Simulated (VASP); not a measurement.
Input for VASP

KPOINTS:
```
Automatic mesh
0
Gamma
9 9 9
0 0 0
```

**INCAR**
```
SYSTEM  =  CuCl
PREC  =  Accurate; ENCUT  =  500; LREAL  =  .FALSE.
LASPH  =  .TRUE.
EDIFF  =  1E-6; NELM  =  100; ALGO  =  Normal
LMAXMIX  =  4
ISMEAR  =  0; SIGMA  =  0.05
GGA  =  PS
IBRION  =  2; NSW  =  40; ISIF  =  3
EDIFFG  =  -0.02; PSTRESS  =  200
LWAVE  =  .FALSE.; LCHARG  =  .FALSE.
```

File POSCAR:
```
CuCl
1
    0.0000000000     2.5457060553     2.5457060553
    2.5457060553     0.0000000000     2.5457060553
    2.5457060553     2.5457060553     0.0000000000
Cu Cl
1 1
Direct
  0.0000000000   0.0000000000   0.0000000000
  0.2500000000   0.2500000000   0.2500000000
```

POTCAR, in this order: Cu Cl (PBE.64 set). Program: vasp_std.

Write an equivalent input for Ansatz.

One equivalent input (not run):
Ansatz 0.2 input:
```yaml
crystal:
  lattice:
    - [0.0000000, 2.5457061, 2.5457061]
    - [2.5457061, 0.0000000, 2.5457061]
    - [2.5457061, 2.5457061, 0.0000000]
  atoms:
    - { symbol: Cu, position: [0.0000000, 0.0000000, 0.0000000] }
    - { symbol: Cl, position: [0.2500000, 0.2500000, 0.2500000] }
kpoints:
  mp_grid: { grid: [9, 9, 9] }
hamiltonian:
  xc: pbesol
  pseudopotentials: { kind: paw }
scf:
  occupations: { method: gaussian, width: 0.05 }
  max_iter: 100
relax:
  max_steps: 40
  f_tol: 0.02
  cell: { p_target: 20 }
output: { forces: true, stress: true, eigenvalues: true }
```
Limits of the translation: each code has its own PAW files, so the cut-off isn't converted (ENCUT is set for VASP's; basis.ecutwfc is left out, and Ansatz then takes the one that its files recommend); Ansatz stops its SCF on the density residual and VASP on the energy change (EDIFF).

The compound is CuCl in the zinc blende structure. This run relaxes it under an external pressure of 20 GPa. Symmetry was kept, so distortions that lower it aren't found.
